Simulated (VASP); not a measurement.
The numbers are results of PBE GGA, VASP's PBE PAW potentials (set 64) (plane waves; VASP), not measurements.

VASP ran on this input.

KPOINTS:
```
Automatic mesh
0
Gamma
8 8 8
0 0 0
```

INCAR:
```
! general
SYSTEM  = AuAl2
PREC    = Accurate
ENCUT   = 400
LREAL   = .False.
LASPH   = .True.

! electronic loop
EDIFF   = 1E-6
NELM    = 100
ALGO    = Normal
LMAXMIX = 6

! smearing
ISMEAR  = 1
SIGMA   = 0.1

! functional
GGA     = PE

! ions
ISIF    = 2

! output
LWAVE   = .False.
LCHARG  = .False.
```

**POSCAR**
```
AuAl2
4.2426410
  0.0000000000   0.7071067290   0.7071067290
  0.7071067290   0.0000000000   0.7071067290
  0.7071067290   0.7071067290   0.0000000000
Al Au
2 1
Cart
  0.3535533645   0.3535533645   0.3535533645
  1.0606600936   1.0606600936   1.0606600936
  0.0000000000   0.0000000000   0.0000000000
```

POTCAR, in this order: Al Au (PBE.64 set). Program: vasp_std.

What VASP printed:

OSZICAR:
```
       N       E                     dE             d eps       ncg     rms          rms(c)
DAV:   1     0.444645020357E+02    0.44465E+02   -0.61246E+03   780   0.935E+02
DAV:   2    -0.118883296958E+02   -0.56353E+02   -0.52141E+02   800   0.178E+02
DAV:   3    -0.132862360762E+02   -0.13979E+01   -0.13741E+01   868   0.269E+01
DAV:   4    -0.132975499627E+02   -0.11314E-01   -0.11312E-01   812   0.287E+00
DAV:   5    -0.132977376500E+02   -0.18769E-03   -0.18766E-03   876   0.388E-01    0.910E+00
DAV:   6    -0.121134859954E+02    0.11843E+01   -0.64711E+00   784   0.285E+01    0.404E+00
DAV:   7    -0.120421367986E+02    0.71349E-01   -0.28360E-01   756   0.620E+00    0.186E+00
DAV:   8    -0.120140608426E+02    0.28076E-01   -0.24975E-02   800   0.124E+00    0.409E-01
DAV:   9    -0.120130097408E+02    0.10511E-02   -0.34155E-03   788   0.700E-01    0.188E-01
DAV:  10    -0.120131556338E+02   -0.14589E-03   -0.24478E-04   764   0.128E-01    0.358E-02
DAV:  11    -0.120131496811E+02    0.59527E-05   -0.81274E-06   852   0.257E-02    0.133E-02
DAV:  12    -0.120131513729E+02   -0.16918E-05   -0.41776E-06   728   0.142E-02    0.326E-03
DAV:  13    -0.120131514629E+02   -0.90018E-07   -0.21252E-07   460   0.510E-03
   1 F= -.12013151E+02 E0= -.12012652E+02  d E =-.149710E-02
```

**OUTCAR**
```
------------------------ aborting loop because EDIFF is reached ----------------------------------------
  FORCE on cell =-STRESS in cart. coord.  units (eV):
  Direction    XX          YY          ZZ          XY          YZ          ZX
  --------------------------------------------------------------------------------------
  Total        1.0008135      1.0008135      1.0008135     -0.0000000      0.0000000      0.0000000
  in kB       29.6940876     29.6940876     29.6940876     -0.0000000      0.0000000      0.0000000
  external PRESSURE =      29.6940876 kB  Pullay stress =       0.0000000 kB
  volume of cell :       54.00
      direct lattice vectors                 reciprocal lattice vectors
     0.000000000  3.000000000  3.000000000    -0.166666667  0.166666667  0.166666667
     3.000000000  0.000000000  3.000000000     0.166666667 -0.166666667  0.166666667
     3.000000000  3.000000000  0.000000000     0.166666667  0.166666667 -0.166666667
 POSITION                                       TOTAL-FORCE (eV/Angst)
 -----------------------------------------------------------------------------------
      1.50000      1.50000      1.50000         0.000000      0.000000      0.000000
      4.50000      4.50000      4.50000        -0.000000     -0.000000     -0.000000
      0.00000      0.00000      0.00000        -0.000000      0.000000      0.000000
 -----------------------------------------------------------------------------------
    total drift:                               -0.000000     -0.000000      0.000000
  FREE ENERGIE OF THE ION-ELECTRON SYSTEM (eV)
  ---------------------------------------------------
  free  energy   TOTEN  =       -12.0131514629 eV

  energy  without entropy=      -12.0116543586  energy(sigma->0) =      -12.01265243
```
(Selected blocks of OUTCAR.)

The compound is AuAl2 in the fluorite structure. The cell was not relaxed at this level. The electron count is odd and the run is not spin-polarised, which forces a metal.
